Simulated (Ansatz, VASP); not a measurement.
# Cross-check of LaTl between VASP and Ansatz, part 2 of 2

Wanted: the spread between two codes on one cell, functional and k mesh. The cell is taken from a series of runs on this material, whose earlier steps may have relaxed, scaled, displaced or heated it; both programs get it as it stands.

VASP 6.6.1 and Ansatz 0.2.0.

So far: The starting structure; VASP: relaxation of cell and atoms, PBEsol; Ansatz: relaxation of cell and atoms, PBEsol; Comparison.

### 5. Ansatz: zone-centre phonons, PBEsol

Level of this step: Ansatz beside VASP: Kohn-Sham DFT, plane waves, PBEsol (Ansatz).

Second derivatives magnify differences that forces hide, and they need a tight electronic threshold.

The cell is taken from a series of runs on this material, whose earlier steps may have relaxed, scaled, displaced or heated it; both programs get it as it stands.

Input file input.yaml:

```yaml
crystal:
  lattice:
    - [3.9192930671, 0.0, 0.0]
    - [0.0, 3.9192930671, 0.0]
    - [0.0, 0.0, 3.9192930671]
  atoms:
    - { symbol: La, position: [0.0, 0.0, 0.0] }
    - { symbol: Tl, position: [0.5, 0.5, 0.5] }
kpoints:
  mp_grid: { grid: [12, 12, 12] }
hamiltonian:
  xc: pbesol
  pseudopotentials: { kind: paw, azcp: { folder: soft_1 }, xc_functional: pbe }
scf:
  occupations: { method: methfessel_paxton, width: 0.2 }
output:
  eigenvalues: true
phonons:
  method: dfpt
```

The run is started by

```console
> ansatz run input.yaml --threads 4 --pin off --max-ram 10240MiB --backend cpu --events-out ev --progress --plain --runs-dir out
```

Numbers of over 12 decimals in the logs are rounded to 6 here.

The program printed:

```text
[...]
Crystal: 2 atoms, lattice volume = 60.204 Å³
Basis set: ecut = 420 eV, 1189 PW (Γ), exchange–correlation on 54×54×54 points (8 copies of the dense FFT grid, shifted against one another)
Bands: 16, of which v1, the nominal top of the filled ones, is band 12 counted from 1 (11 counted from 0)
Symmetry: 48 space group operations
k-points: 196 of 1728 (irreducible under 8 space group operations, time reversal used)
[...]
k mesh reduced under 8 symmetry operations, with k and −k counted as one. Each operation leaves every solved perturbation unchanged. A smaller set is not used because it would not reduce the number of displacements times k-points to solve
  ASR residual: 5.450e-5 → 0.000e0 eV/Å²; symmetrization residual: 2.077e-6 eV/Å²
  ASR residual per site (eV/Å²): 5.45e-5 1.46e-5
  Γ frequencies (cm⁻¹): 0.00 0.00 0.00 75.27 75.27 75.27
  non-analytic LO–TO correction: not included (Born effective charges unavailable; polar crystals: no LO–TO splitting at Γ)
[key lines of the parts left out:]
SCF converged after 10 iterations
Free energy (F): -17460.058284 eV
Fermi energy:    11.866706 eV
```

### 6. VASP: zone-centre phonons, PBEsol

The same cell, functional, mesh and smearing now go to VASP, with its own data sets.

Input file INCAR:

```
SYSTEM = LaTl
PREC = Accurate
ENCUT = 500
EDIFF = 1E-08
NELM = 200
ISMEAR = 1
SIGMA = 0.2
LREAL = .FALSE.
ALGO = Normal
GGA = PS
NBANDS = 18
LASPH = .TRUE.
LORBIT = 11
LWAVE = .FALSE.
LCHARG = .FALSE.
ISIF = 2
IBRION = 8
GGA_COMPAT = .FALSE.
LMAXMIX = 6
KPAR = 2
```

Input file POSCAR:

```
LaTl
1.0
    3.9192930671      0.0000000000      0.0000000000
    0.0000000000      3.9192930671      0.0000000000
    0.0000000000      0.0000000000      3.9192930671
La Tl
1 1
Direct
    0.0000000000      0.0000000000      0.0000000000
    0.5000000000      0.5000000000      0.5000000000
```

Input file KPOINTS:

```
Automatic mesh
0
Gamma
12 12 12
0 0 0
```

The projector-augmented-wave data sets are La and Tl_d (PBE family, release 64).

The run is started by

```console
> mpirun -np 2 vasp_std
```

The program printed:

```text
[banner, memory and clock lines left out]
running    2 mpi-ranks, on    1 nodes
[...]
[... a notice as in an earlier step ...]

 LDA part: xc-table for (Slater+PW92), standard interpolation
 POSCAR, INCAR and KPOINTS ok, starting setup
[...]
entering main loop
       N       E                     dE             d eps       ncg     rms          rms(c)
DAV:   1     0.216813213248E+03    0.21681E+03   -0.96943E+03  3112   0.181E+03
DAV:   2     0.123703851203E+02   -0.20444E+03   -0.19193E+03  4178   0.283E+02
DAV:   3    -0.796174504080E+01   -0.20332E+02   -0.19084E+02  4228   0.133E+02
DAV:   4    -0.908035648524E+01   -0.11186E+01   -0.10813E+01  5682   0.221E+01
[...]
DAV:  16    -0.890011661657E+01   -0.62655E-08   -0.11811E-07  4168   0.187E-03    0.605E-04
DAV:  17    -0.890011658488E+01    0.31682E-07   -0.67101E-08  4696   0.147E-03    0.112E-04
DAV:  18    -0.890011657563E+01    0.92555E-08   -0.25540E-09  2376   0.421E-04
   1 F= -.89001166E+01 E0= -.88999181E+01  d E =-.595449E-03
[...]
RMM:  27    -0.266386258387E+00   -0.55603E-07   -0.58494E-07 16855   0.420E-03    0.149E-05
RMM:  28    -0.266386288838E+00   -0.30451E-07   -0.56734E-07 16901   0.421E-03    0.148E-05
RMM:  29    -0.266386290403E+00   -0.15655E-08   -0.44579E-07 17016   0.420E-03    0.174E-05
 first order change of Fermi-energy   0.28305E-03
 force on displaced ion       1 direction 1 :  -1.745   0.000  -0.000
 Linear response progress:
  Degree of freedom:   2/  2
       N       E                     dE             d eps       ncg     rms          rms(c)
RMM:   1    -0.337199954189E+00   -0.33720E+00   -0.22357E-01 13770   0.334E+00
RMM:   2    -0.337734881114E+00   -0.53493E-03   -0.90262E-03 12984   0.604E-01    0.568E-02
RMM:   3    -0.337798509818E+00   -0.63629E-04   -0.66997E-04 14458   0.119E-01    0.305E-02
RMM:   4    -0.337801866210E+00   -0.33564E-05   -0.16188E-04 14991   0.770E-02    0.733E-03
[...]
RMM:  22    -0.337781269861E+00   -0.83754E-10   -0.15988E-07 16601   0.505E-03    0.280E-06
RMM:  23    -0.337781269874E+00   -0.12102E-10   -0.16229E-07 16802   0.505E-03    0.294E-06
RMM:  24    -0.337781270610E+00   -0.73602E-09   -0.16931E-07 16855   0.505E-03    0.272E-06
 first order change of Fermi-energy  -0.36160E-03
 force on displaced ion       2 direction 1 :  -1.705   0.000  -0.000
 Linear response finished
```

Parts of OUTCAR (step 6):

```text
  Total       -0.0279266     -0.0279266     -0.0279266      0.0000000      0.0000000      0.0000000
  in kB       -0.7431993     -0.7431993     -0.7431993      0.0000000      0.0000000      0.0000000
  external PRESSURE =      -0.7431993 kB  Pullay stress =       0.0000000 kB

 POSITION                                       TOTAL-FORCE (eV/Angst)
 -----------------------------------------------------------------------------------
      0.00000      0.00000      0.00000         0.000000      0.000000      0.000000
      1.95965      1.95965      1.95965         0.000000      0.000000      0.000000
 -----------------------------------------------------------------------------------
    total drift:                                0.000000      0.000000      0.000000

[... 1 part as in an earlier step ...]

[... 1 further part left out ...]
```

### 7. Comparison

The two programs side by side:

```csv
quantity,Ansatz,VASP,difference
optical mode 1 to 3 (cm⁻¹),75.3,75.4,-0.17 %
```

Modes are paired by rising frequency, not by their patterns, so a pair may set unlike modes beside each other; they are those without the splitting of longitudinal modes.

### 8. Outcome

* difference in volume (relaxation of cell and atoms, PBEsol): 0.14 %
* r.m.s. difference of the optical zone-centre modes, each program's sorted by frequency (zone-centre phonons, PBEsol): 0.13 cm⁻¹

In words: The difference in volume is 0.14 % (relaxation of cell and atoms, PBEsol), within the 1.2 % picked in this series as the mark of a large difference, as far as the stopping tolerances let one tell. 1 further run of this series is not shown here. Such differences can come from data sets, numerical settings and the points named under the comparisons, not from the functional's error against experiment.

[Lines on the potential files, build, host, timing and source positions are cut from VASP's logs without a mark.]

[Logs are printed without paths, hosts, clocks, repeated set-up lines and the standing remarks that a program may print on its own settings, such as how far it seeks lower states.]

[Hosts, paths, dates, database ids (printed as entryN), source tags and the programs' standing remarks are cut or masked in the printed files.]
